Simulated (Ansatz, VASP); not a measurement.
# Cross-check of AlGaN2 between VASP and Ansatz

One calculation is typed for both programs; each brings its own data sets. How far apart do they land? The cell is taken from a series of runs on this material, whose earlier steps may have relaxed, scaled, displaced or heated it; both programs get it as it stands.

Main program and level: Ansatz 0.2.0; plane waves, with VASP 6.6.1 beside it; dielectric response at LDA.

## (1) Starting point

Symmetry: P-4m2, No. 115, tetragonal system. Conventional cell: a = 3.141 Å, b = 3.141 Å, c = 4.424 Å, α = 90.00°, β = 90.00°, γ = 90.00°. Al has 4 N at 1.89 Å nearest. Ga has 4 N at 1.95 Å nearest. N has 2 Al at 1.89 Å and 2 Ga at 1.95 Å nearest. Farther neighbours and most contacts between anions are not listed.

## (2) Ansatz: dielectric response, LDA

Ansatz runs on its default PAW (the set named soft_2) files.

The response to a field tests empty states and converges slowly with the mesh.

input.yaml

```yaml
crystal:
  lattice:
    - [3.1408770487, 0.0, 0.0]
    - [0.0, 3.1408770487, 0.0]
    - [0.0, 0.0, 4.42383794]
  atoms:
    - { symbol: Al, position: [0.5, 0.5, 0.5] }
    - { symbol: Ga, position: [0.0, 0.0, 0.0] }
    - { symbol: "N", position: [0.5, 0.0, 0.73826481] }
    - { symbol: "N", position: [0.0, 0.5, 0.26173519] }
kpoints:
  mp_grid: { grid: [8, 8, 6] }
hamiltonian:
  xc: lda
scf:
  occupations: { method: fixed }
dielectric: {}
```

On the command line:

```bash
ansatz run input.yaml --threads 4 --pin off --max-ram 5529MiB --backend cpu --events-out ev --progress --plain --runs-dir out
```

Numbers of over 12 decimals in the logs are rounded to 6 here.

The program printed:

```text
Engine: ansatz 0.2.0, x86_64-unknown-linux-gnu
Pseudopotentials: kind: paw
Pseudopotential: Al, paw, valence charge 3, recommended cutoff 420 eV (normal), Al.paw.azcp
Pseudopotential: Ga, paw, valence charge 13, recommended cutoff 420 eV (normal), Ga.paw.azcp
Pseudopotential: N, paw, valence charge 5, recommended cutoff 420 eV (normal), N.paw.azcp
Functional definition: SPW92
  exchange = slater_x
  correlation = pw_c
Crystal: 4 atoms, lattice volume = 43.642 Å³
Basis set: ecut = 420 eV, 855 PW (Γ), exchange–correlation on 48×48×60 points (8 copies of the dense FFT grid, shifted against one another)
Bands: 17, of which v1, the nominal top of the filled ones, is band 13 counted from 1 (12 counted from 0)
Symmetry: 8 space group operations
k-points: 130 of 384 (irreducible under 2 space group operations, time reversal used)
Non-local potential: Al, projectors of the file, l = 0: 2, l = 1: 2, l = 2: 1
Non-local potential: Ga, projectors of the file, l = 0: 2, l = 1: 2, l = 2: 3, l = 3: 1
Non-local potential: N, projectors of the file, l = 0: 2, l = 1: 2, l = 2: 1
PAW form: soft (Blöchl's): semilocal exchange-correlation on the pseudo side does not see the compensation charge
PAW frozen core: Al, regenerated for the run's functional, and the local potential with it (the file was generated under x = pbe(κ = 0.804, μ = 0.219515), c = pbe(β = 0.066725))
PAW frozen core: Ga, regenerated for the run's functional, and the local potential with it (the file was generated under x = pbe(κ = 0.804, μ = 0.219515), c = pbe(β = 0.066725))
PAW frozen core: N, regenerated for the run's functional, and the local potential with it (the file was generated under x = pbe(κ = 0.804, μ = 0.219515), c = pbe(β = 0.066725))
PAW one-centre angular grid: Al, 110 points (default); XC on 64 Gauss nodes
PAW one-centre angular grid: Ga, 590 points (default); XC on 64 Gauss nodes
PAW one-centre angular grid: N, 110 points (default); XC on 64 Gauss nodes
Initial density: superposition of atomic densities (neutral atoms: chi_scale 0, normalization atom), corrected by the library's trained network
Initial wavefunctions: pseudopotential atomic-orbital guess
Functional: x = slater, c = lda
SCF iter   1: F=—  HF=-4971.889926 eV  |F-HF|=—  |Δ(HF+E_count)|=         —  Δρ=1.14e-2  dr2=5.72e-2  ethr=1.77e-3  ⟨swp⟩=4.9  Hψ=9609  notcnv=0  defer=196
preconditioner: auto → none  [insulator: Δε(μ)=2.767 eV  Ē_g=15.532 eV  n_scr=14 (ndim 8)  ℏωp=28.7 eV  f_vac=0.000  ε∞_Penn≈4.4]
SCF iter   2: F=—  HF=-4971.876136 eV  |F-HF|=—  |Δ(HF+E_count)|=   1.38e-2  Δρ=5.85e-3  dr2=9.92e-3  ethr=2.20e-4  ⟨swp⟩=2.2  Hψ=4315  notcnv=0  defer=258
SCF iter   3: F=—  HF=-4971.873065 eV  |F-HF|=—  |Δ(HF+E_count)|=   3.07e-3  Δρ=1.62e-3  dr2=4.63e-4  ethr=3.82e-5  ⟨swp⟩=2.0  Hψ=3253  notcnv=0  defer=260
SCF iter   4: F=—  HF=-4971.872882 eV  |F-HF|=—  |Δ(HF+E_count)|=   1.83e-4  Δρ=4.89e-4  dr2=3.99e-5  ethr=1.78e-6  ⟨swp⟩=2.1  Hψ=3819  notcnv=0  defer=260
SCF iter   5: F=—  HF=-4971.872856 eV  |F-HF|=—  |Δ(HF+E_count)|=   2.62e-5  Δρ=4.36e-5  dr2=4.58e-7  ethr=1.54e-7  ⟨swp⟩=2.1  Hψ=3809  notcnv=0
SCF iter   6: F=—  HF=-4971.872858 eV  |F-HF|=—  |Δ(HF+E_count)|=   2.05e-6  Δρ=1.35e-5  dr2=5.65e-8  ethr=1.76e-9  ⟨swp⟩=2.1  Hψ=3179  notcnv=0
SCF iter   7: F=—  HF=-4971.872858 eV  |F-HF|=—  |Δ(HF+E_count)|=   1.73e-9  Δρ=3.09e-6  dr2=2.04e-9  ethr=2.17e-10  ⟨swp⟩=2.6  Hψ=3256  notcnv=0
SCF iter   8: F=-4971.872858 eV  HF=-4971.872858 eV  |F-HF|=2.36e-11  |Δ(HF+E_count)|=  8.00e-11  Δρ=3.52e-7  dr2=3.00e-11  ethr=1.00e-12  ⟨swp⟩=2.8  Hψ=9421  notcnv=0
SCF 1 converged in 8 iterations: F = -4971.872858 eV  dr2 = 3.00e-11
  greatest PAW one-centre occupation: 0.996 electrons in one spin orbital (limit 2), on the Ga atom at site 1 (counted from 0), in its partial waves of l = 2
DFPT response loops at Γ: preconditioner auto → none (the input reference at scf.mixing.eps_inf says where Resta's filter doesn't serve); β = 0.50; Broyden in place of MSR1
── the response to a field inside a basis, on 10×10×8 k-points: an SCF that follows is theirs, and a resumed run solves both again ──
Bands: 14, of which v1, the nominal top of the filled ones, is band 13 counted from 1 (12 counted from 0)
k-points: 60 of 800 (time reversal used)
Initial density: handed on by an earlier stage of this run
Initial wavefunctions: pseudopotential atomic-orbital guess (no wavefunctions were taken with the density)
Eigensolver: Dense (60 Hₖ)
SCF iter   1: F=—  HF=-4971.879704 eV  |F-HF|=—  |Δ(HF+E_count)|=         —  Δρ=6.40e-4  dr2=2.84e-5  ethr=1.00e-1
preconditioner: auto → none  [insulator: Δε(μ)=3.306 eV  Ē_g=13.800 eV  n_scr=14 (ndim 8)  ℏωp=28.7 eV  f_vac=0.000  ε∞_Penn≈5.3]
SCF iter   2: F=—  HF=-4971.879704 eV  |F-HF|=—  |Δ(HF+E_count)|=   2.66e-8  Δρ=3.18e-4  dr2=1.02e-5  ethr=1.09e-7
SCF iter   3: F=—  HF=-4971.879707 eV  |F-HF|=—  |Δ(HF+E_count)|=   2.91e-6  Δρ=1.33e-4  dr2=5.69e-6  ethr=3.93e-8
SCF iter   4: F=-4971.879705 eV  HF=-4971.879705 eV  |F-HF|=1.12e-9  |Δ(HF+E_count)|=   1.89e-6  Δρ=1.28e-5  dr2=2.19e-8  ethr=2.19e-8
SCF 1 converged in 4 iterations: F = -4971.879705 eV  dr2 = 2.19e-8
DFPT response loops at Γ: mixed as the last ones told, above
SCF converged after 8 iterations
Free energy (F): -4971.872858 eV
Harris-Foulkes:  -4971.872858 eV  (|F-HF|=2.36e-11)
Internal energy: -4971.872858 eV  (E = F + TS)
E sigma→0 (E₀):  -4971.872858 eV
Fermi energy:    8.081344 eV
--- Per-component energies (eV) ---
  E_band       = -7.597843
  E_kinetic    = 405.313783
  E_local      = -2469.822834  (includes V_loc(G=0)·N_el)
  E_nonlocal   = 535.030931
  E_hartree    = 1114.501174
  E_xc         = -228.216712
  E_vxc        = -241.515848  (∫ρ·V_xc dr)
  E_paw        = -2597.013866  (= ΣΔE_a)
  E_vpaw       = -465.606096  (= ΣTr[D̂ρ^β])
  E_aug_tail   = 0.000103  (compensation charges beyond the density's cutoff)
  E_ewald      = -1733.609721
  E_core_change = 1.944285  (= ΣΔE_core)
  E_smearing   = -0.000000  (= −TS)
  E_closure    = 0.000000  (closes the sum)
  Σ components = -4971.872858   (vs F -4971.872858, Δ=0.00e0)
--- Band table (eV; the first three rows and the last of 130) ---
  k-point 0: bands = [... 9 lower, 5.7419, 7.8411, 8.0813, 8.0813, 10.9378, 11.5973, 15.5327, 19.1590]
  k-point 1: bands = [... 9 lower, 5.8643, 7.2752, 7.8993, 7.8993, 11.4579, 12.0369, 15.6776, 18.6739]
  k-point 2: bands = [... 9 lower, 6.2004, 6.2366, 7.4489, 7.4489, 12.5040, 12.9604, 15.9679, 17.5471]
  k-point 129: bands = [... 9 lower, 4.0796, 4.8215, 4.8371, 4.8371, 14.1932, 14.1932, 16.7290, 18.7823]
--- Dielectric response (ions clamped): 3 representative field directions + reference, inside a basis on a mesh of 800 k-points (Σ response iterations 18) ---
  ε∞ (high-frequency dielectric tensor):
        5.168230     0.000000    -0.000000
        0.000000     5.168230     0.000000
       -0.000000     0.000000     5.150559
  Born effective charges Z* (e; rows j = field, columns β = displacement):
    site 0:
         2.51792    0.00000   -0.00000
         0.00000    2.51792    0.00000
        -0.00000    0.00000    2.70710
    site 1:
         2.62156    0.00000   -0.00000
         0.00000    2.62156    0.00000
         0.00000    0.00000    2.48005
    site 2:
        -2.68193    0.00000   -0.00000
         0.00000   -2.45755    0.00000
        -0.00000    0.00000   -2.59358
    site 3:
        -2.45755    0.00000    0.00000
         0.00000   -2.68193    0.00000
         0.00000    0.00000   -2.59358
  Z* charge neutrality: 4.291e-3 e pre-enforcement
  solved inside a basis spanned on kpoints, on 10×10×8 k-points, its susceptibility summed on 12×12×8: ε∞ is read to err by 2.4e-2, Z* by 2.1e-2 e (field_mesh: kpoints solves on kpoints); Z* is corrected for what the basis lacks
```

(Continued in part 2 of 2.)

[Lines on the potential files, build, host, timing and source positions are cut from VASP's logs without a mark.]

[Logs are printed without paths, hosts, clocks, repeated set-up lines and the standing remarks that a program may print on its own settings, such as how far it seeks lower states.]

[Hosts, paths, dates, database ids (printed as entryN), source tags and the programs' standing remarks are cut or masked in the printed files.]
